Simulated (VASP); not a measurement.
Runs of VASP 6.6.1 on Fe3Cl. The structure is cubic, space group Fm-3m (No. 225). Conventional cell: a = 6.317 Å, b = 6.317 Å, c = 6.317 Å, α = 90.00°, β = 90.00°, γ = 90.00°. Fe (site symmetry -43m) has 4 Fe at 2.74 Å and 4 Cl at 2.74 Å as nearest neighbours. Fe (site symmetry m-3m) has 8 Fe at 2.74 Å as nearest neighbours. Cl (site symmetry m-3m) is surrounded by 8 Fe at 2.74 Å. The cell was built by a generator and needn't be a form met in nature.

```tsv
task	level	spin	U	cell	cutoff (eV)	smearing	gap on the mesh (eV)	pressure (GPa)	moment (μB)
single point	RPBE+U	off	Fe d U = 6 eV	atoms moved at random, drawn with an rms of 0.05 Å	520	fermi-dirac 0.1 eV	none	-20.5	-
single point	PBE	collinear, ferromagnetic start	-	as given	520	fermi-dirac 0.05 eV	none	-10.6	8.68
relaxation of the atoms	RPBE	collinear, ferromagnetic start	-	atoms relaxed	520	gaussian 0.05 eV	none	-7.0	8.71
relaxation of cell and atoms	PBE	collinear, ferromagnetic start	-	relaxed	600	gaussian 0.05 eV	none	0.0	(a)
```

Alike in all rows: potentials or basis VASP PAW PBE potentials, release 64 (Fe, Cl); k mesh 7 × 7 × 7.

Problem. Fill in the values left out.

Solution. (a) 8.13.

Caveats: semilocal functionals often make such compounds metallic where correlation or magnetic order opens a gap, which also shifts bond lengths (some runs); the PAW data sets were made with another functional, which shifts forces and pressure a little (some runs); an odd number of electrons without spin polarisation forces a metal (some runs); a magnetic or distorted state may lie lower (some runs); U without spin polarisation on a metal has little footing (some runs); the relaxation stopped at its first step, so nothing moved (some runs).

A gap of «none» marks a metal or a gap under the smearing width.
